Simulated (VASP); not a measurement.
All values below come from r2SCAN meta-GGA, VASP's PBE PAW potentials (set 64) (plane waves; VASP 6.6.1).

VASP input:

### POSCAR
```
CaC2
1.0
  3.5831137196  -1.9144675020  -0.0003759565
  3.5831137196   1.9144675020  -0.0003759565
 -2.1675508518   0.0000000000   7.0939210342
Ca C
2 4
direct
  0.7977166771   0.7977166771   0.7534919845
  0.2022833229   0.2022833229   0.2465080155
  0.0791871743   0.0791871743   0.5643061777
  0.9208128257   0.9208128257   0.4356938223
  0.4518182740   0.4518182740   0.0581578902
  0.5481817260   0.5481817260   0.9418421098
```

### INCAR
```
NELM=100   # most electronic steps
METAGGA=R2SCAN
EDIFF=1E-7   # SCF stop (eV)
LORBIT=11
LCHARG=.False.
LEFG=.True.
LWAVE=.False.
NEDOS=601
LMIXTAU=.True.
LREAL=.False.
ALGO=Normal   # blocked Davidson
ISIF=2   # forces and stress, cell fixed
ENCUT=520   # plane-wave cut-off (eV)
LASPH=.True.
SYSTEM=CaC2
ISMEAR=-5   # tetrahedra, Bloechl
PREC=Accurate
```

KPOINTS_OPT:
```
k-points along high-symmetry lines
6
Line-mode
Reciprocal
  0.000000   0.000000   0.000000 ! GAMMA
 -0.328266   0.328266   0.000000 ! C

 -0.671734  -0.328266   0.000000 ! C_2
 -0.500000  -0.500000   0.000000 ! Y_2

 -0.500000  -0.500000   0.000000 ! Y_2
  0.000000   0.000000   0.000000 ! GAMMA

  0.000000   0.000000   0.000000 ! GAMMA
 -0.500000  -0.500000   0.500000 ! M_2

 -0.500000  -0.500000   0.500000 ! M_2
 -0.693781  -0.306219   0.500000 ! D

 -0.306219   0.306219   0.500000 ! D_2
  0.000000   0.000000   0.500000 ! A

  0.000000   0.000000   0.500000 ! A
  0.000000   0.000000   0.000000 ! GAMMA

 -0.500000   0.000000   0.500000 ! L_2
  0.000000   0.000000   0.000000 ! GAMMA

  0.000000   0.000000   0.000000 ! GAMMA
 -0.500000   0.000000   0.000000 ! V_2
```

### KPOINTS
```
Regular mesh
0
G
 7 7 4
0 0 0
```

POTCAR, in this order: Ca_sv C (PBE.64 set). Program: vasp_std.

Output of the run:

OUTCAR:
```
 ion  position               nearest neighbor table
   1  0.798  0.798  0.753-   6 2.57   3 2.61   3 2.61
   2  0.202  0.202  0.247-   5 2.57   4 2.61   4 2.61
   3  0.079  0.079  0.564-   4 1.25   1 2.61   1 2.61
   4  0.921  0.921  0.436-   3 1.25   2 2.61   2 2.61
   5  0.452  0.452  0.058-   6 1.25   2 2.57
   6  0.548  0.548  0.942-   5 1.25   1 2.57
  LATTYP: Found a base centered monoclinic cell.
 ALAT       =     7.1662274786
 B/A-ratio  =     0.5343027437
 C/A-ratio  =     1.0350886968
 COS(beta)  =    -0.2923144239
 Subroutine PRICEL returns:
 Original cell was already a primitive cell.
 Subroutine GETGRP returns: Found  4 space group operations
The static configuration has the point symmetry C_2h.
The dynamic configuration has the point symmetry C_2h.
 Subroutine INISYM returns: Found  4 space group operations
 Subroutine IBZKPT returns following result:
 Found     60 irreducible k-points:

 Following reciprocal coordinates:
            Coordinates               Weight
  0.000000  0.000000  0.000000      1.000000
  0.142857 -0.000000  0.000000      4.000000
  0.285714  0.000000 -0.000000      4.000000
  0.428571  0.000000  0.000000      4.000000
  0.142857  0.142857  0.000000      2.000000
  0.285714  0.142857 -0.000000      4.000000
  0.428571  0.142857  0.000000      4.000000
 -0.428571  0.142857  0.000000      4.000000
 -0.285714  0.142857  0.000000      4.000000
 -0.142857  0.142857  0.000000      2.000000
  0.285714  0.285714  0.000000      2.000000
  0.428571  0.285714 -0.000000      4.000000
 -0.428571  0.285714 -0.000000      4.000000
 -0.285714  0.285714  0.000000      2.000000
  0.428571  0.428571  0.000000      2.000000
 -0.428571  0.428571  0.000000      2.000000
  0.000000  0.000000  0.250000      2.000000
  0.142857 -0.000000  0.250000      4.000000
  0.285714 -0.000000  0.250000      4.000000
  0.428571 -0.000000  0.250000      4.000000
 -0.428571  0.000000  0.250000      4.000000
 -0.285714  0.000000  0.250000      4.000000
 -0.142857  0.000000  0.250000      4.000000
  0.142857  0.142857  0.250000      2.000000
  0.285714  0.142857  0.250000      4.000000
  0.428571  0.142857  0.250000      4.000000
 -0.428571  0.142857  0.250000      4.000000
 -0.285714  0.142857  0.250000      4.000000
 -0.142857  0.142857  0.250000      4.000000
  0.285714  0.285714  0.250000      2.000000
  0.428571  0.285714  0.250000      4.000000
 -0.428571  0.285714  0.250000      4.000000
 -0.285714  0.285714  0.250000      4.000000
 -0.142857  0.285714  0.250000      4.000000
  0.428571  0.428571  0.250000      2.000000
 -0.428571  0.428571  0.250000      4.000000
 -0.285714  0.428571  0.250000      4.000000
 -0.142857  0.428571  0.250000      4.000000
 -0.428571 -0.428571  0.250000      2.000000
 -0.285714 -0.428571  0.250000      4.000000
   k-points           NKPTS =     60   k-points in BZ     NKDIM =     60   number of bands    NBANDS=     22
   number of dos      NEDOS =    601   number of ions     NIONS =      6
   total plane-waves  NPLWV =  50400
   dimension x,y,z NGX =    30 NGY =   30 NGZ =   56
   dimension x,y,z NGXF=    60 NGYF=   60 NGZF=  112
   ions per type =               2   4
   PREC   = accura    normal or accurate (medium, high low for compatibility)
   ISTART =      0    job   : 0-new  1-cont  2-samecut
   ICHARG =      2    charge: 1-file 2-atom 10-const
   ISPIN  =      1    spin polarized calculation?
   LNONCOLLINEAR =      F non collinear calculations
   LSORBIT =      F    spin-orbit coupling
...
```

File OSZICAR:
```
       N       E                     dE             d eps       ncg     rms          rms(c)
DAV:   1     0.301294161669E+03    0.30129E+03   -0.18582E+04  2640   0.160E+03
DAV:   2    -0.385220747336E+02   -0.33982E+03   -0.33324E+03  3158   0.426E+02
DAV:   3    -0.648945289076E+02   -0.26372E+02   -0.26289E+02  4288   0.105E+02
DAV:   4    -0.662320369389E+02   -0.13375E+01   -0.13355E+01  4268   0.212E+01
DAV:   5    -0.662816823266E+02   -0.49645E-01   -0.49644E-01  3792   0.273E+00    0.117E+01
DAV:   6    -0.577656819418E+02    0.85160E+01   -0.12696E+01  3240   0.242E+01    0.666E+00
DAV:   7    -0.525389046452E+02    0.52268E+01   -0.14680E+00  3354   0.943E+00    0.210E+00
DAV:   8    -0.550182897629E+02   -0.24794E+01   -0.24297E+00  2832   0.109E+01    0.208E+00
DAV:   9    -0.554406459391E+02   -0.42236E+00   -0.54259E-01  3318   0.827E+00    0.877E-01
DAV:  10    -0.545370568457E+02    0.90359E+00   -0.63543E-01  2880   0.753E+00    0.364E-01
DAV:  11    -0.546719627351E+02   -0.13491E+00   -0.88499E-02  2820   0.336E+00    0.118E-01
DAV:  12    -0.546653492859E+02    0.66134E-02   -0.69511E-03  4182   0.808E-01    0.107E-01
DAV:  13    -0.546702031322E+02   -0.48538E-02   -0.10238E-03  3290   0.313E-01    0.857E-02
DAV:  14    -0.546741300888E+02   -0.39270E-02   -0.27099E-03  3288   0.411E-01    0.406E-02
DAV:  15    -0.546723893480E+02    0.17407E-02   -0.46865E-03  2694   0.712E-01    0.367E-02
DAV:  16    -0.546747165357E+02   -0.23272E-02   -0.87044E-04  2820   0.305E-01    0.970E-03
DAV:  17    -0.546750789493E+02   -0.36241E-03   -0.30067E-04  3150   0.165E-01    0.148E-02
DAV:  18    -0.546750868014E+02   -0.78522E-05   -0.42189E-05  3198   0.544E-02    0.500E-03
DAV:  19    -0.546750887611E+02   -0.19597E-05   -0.65846E-06  3082   0.276E-02    0.273E-03
DAV:  20    -0.546750925569E+02   -0.37958E-05   -0.19669E-06  2660   0.142E-02    0.211E-03
DAV:  21    -0.546750932200E+02   -0.66311E-06   -0.38964E-07  2724   0.678E-03    0.101E-03
DAV:  22    -0.546750932340E+02   -0.13991E-07   -0.10539E-07  2082   0.389E-03
   1 F= -.54675093E+02 E0= -.54675093E+02  d E =0.000000E+00
       N       E                     dE             ncg
```

**OUTCAR**
```
------------------------ aborting loop because EDIFF is reached ----------------------------------------
  FORCE on cell =-STRESS in cart. coord.  units (eV):
  Direction    XX          YY          ZZ          XY          YZ          ZX
  --------------------------------------------------------------------------------------
  Total        0.0384129      0.0265169     -0.0078394      0.0000000      0.0000000     -0.0125057
  in kB        0.6323776      0.4365389     -0.1290564      0.0000000      0.0000000     -0.2058772
  external PRESSURE =       0.3132867 kB  Pullay stress =       0.0000000 kB
  volume of cell :       97.32
      direct lattice vectors                 reciprocal lattice vectors
     3.583113720 -1.914467502 -0.000375956     0.139547910 -0.261169228  0.042638928
     3.583113720  1.914467502 -0.000375956     0.139547910  0.261169228  0.042638928
    -2.167550852  0.000000000  7.093921034     0.000014791  0.000000000  0.140970284
 POSITION                                       TOTAL-FORCE (eV/Angst)
 -----------------------------------------------------------------------------------
      4.08339      0.00000      5.34461        -0.018746      0.000000     -0.001460
      0.91529      0.00000      1.74856         0.018746      0.000000      0.001460
     -0.65569      0.00000      4.00308        -0.007144      0.000000     -0.008415
      5.65437      0.00000      3.09009         0.007144      0.000000      0.008415
      3.11177      0.00000      0.41223         0.005044      0.000000     -0.004003
      1.88690      0.00000      6.68094        -0.005044      0.000000      0.004003
 -----------------------------------------------------------------------------------
    total drift:                                0.000000     -0.000000     -0.000000
  FREE ENERGIE OF THE ION-ELECTRON SYSTEM (eV)
  ---------------------------------------------------
  free  energy   TOTEN  =       -54.6750932340 eV

  energy  without entropy=      -54.6750932340  energy(sigma->0) =      -54.67509323

 total charge

# of ion       s       p       d       tot
------------------------------------------
    1        2.026   5.864   0.198   8.087
    2        2.026   5.864   0.198   8.087
    3        0.947   1.599   0.000   2.546
    4        0.947   1.599   0.000   2.546
    5        0.947   1.596   0.000   2.543
    6        0.947   1.596   0.000   2.543
--------------------------------------------------
tot          7.838  18.118   0.395  26.351

 Electric field gradients after diagonalization (V/A^2)
 (convention: |V_zz| > |V_xx| > |V_yy|)
----------------------------------------------------------------------
 ion       V_xx      V_yy      V_zz     asymmetry (V_yy - V_xx)/ V_zz
----------------------------------------------------------------------
   1     -14.168    -0.461    14.629       0.937
   2     -14.168    -0.461    14.629       0.937
   3      38.179    37.742   -75.920       0.006
   4      38.179    37.742   -75.920       0.006
   5      39.972    38.957   -78.929       0.013
   6      39.972    38.957   -78.929       0.013
```
(Selected blocks of OUTCAR.)

OUTCAR:
```
 val. band max:        0.5678562047   @ k =  -0.4286  -0.4286   0.2500

 cond. band min:       3.2792507690   @ k =   0.4286  -0.0000   0.5000


 Fermi energy:         0.6293886866

 k-point     1 :       0.0000    0.0000    0.0000
  band No.  band energies     occupation
      1     -39.3606      2.00000
      2     -39.3538      2.00000
      3     -19.6350      2.00000
      4     -19.5040      2.00000
      5     -19.4447      2.00000
      6     -19.4377      2.00000
      7     -19.4332      2.00000
      8     -19.4322      2.00000
      9     -12.4411      2.00000
     10     -12.0277      2.00000
     11      -3.6839      2.00000
     12      -1.9219      2.00000
     13      -1.3354      2.00000
     14      -0.4253      2.00000
     15      -0.2176      2.00000
     16      -0.1635      2.00000
     17       0.1149      2.00000
     18       0.3637      2.00000
     19       4.1256      0.00000
     20       5.0553      0.00000
     21       5.8742      0.00000
     22       6.0378      0.00000

 k-point     2 :       0.1429   -0.0000    0.0000
  band No.  band energies     occupation
      1     -39.3584      2.00000
      2     -39.3522      2.00000
      3     -19.6203      2.00000
      4     -19.5060      2.00000
      5     -19.4652      2.00000
      6     -19.4630      2.00000
      7     -19.4483      2.00000
      8     -19.4370      2.00000
      9     -12.3714      2.00000
     10     -12.0264      2.00000
     11      -3.5252      2.00000
     12      -2.0936      2.00000
     13      -1.5052      2.00000
     14      -0.5667      2.00000
     15      -0.2800      2.00000
     16      -0.2180      2.00000
     17       0.1527      2.00000
     18       0.2648      2.00000
     19       4.3249      0.00000
     20       5.1461      0.00000
     21       5.8211      0.00000
     22       5.9626      0.00000

 k-point     3 :       0.2857    0.0000   -0.0000
  band No.  band energies     occupation
      1     -39.3533      2.00000
...
```

The structure comes from a computed database's CaC2 entry (C2/m); how it stands against other phases isn't given here. It was relaxed first.
